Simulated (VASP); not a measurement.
Here is the system:

```
Hf
1.0
    1.59500    -2.76262     0.00000
    1.59500     2.76262     0.00000
    0.00000     0.00000     5.05000
Hf
2
Direct
  0.33333   0.66667   0.25000
  0.66667   0.33333   0.75000
```

These are optB86b-vdW, VASP's PBE PAW potentials (set 64) (plane waves; VASP) values and carry that method's errors. Run with 520 eV cut-off, 12×12×7 Γ-centred mesh, first-order Methfessel-Paxton smearing of 0.10 eV, potentials Hf_pv.

Q: The ions, cell shape and volume are relaxed. Give the cell that the relaxation ends in.

A: 
```
Hf
1.0
    1.58677    -2.74837     0.00000
    1.58677     2.74837     0.00000
    0.00000     0.00000     5.01975
Hf
2
Direct
  0.33333   0.66667   0.25000
  0.66667   0.33333   0.75000
```
Space group P6_3/mmc (194), at a tolerance of 0.03 Å.

Q: How do energy and volume change from the first to the last step?

A: The energy (σ→0) changes by -2.0 meV/atom and the volume by -1.6 %, in 4 ionic steps.

The compound is Hf in the hcp structure. This run relaxes it. Symmetry was kept, so distortions that lower it aren't found.
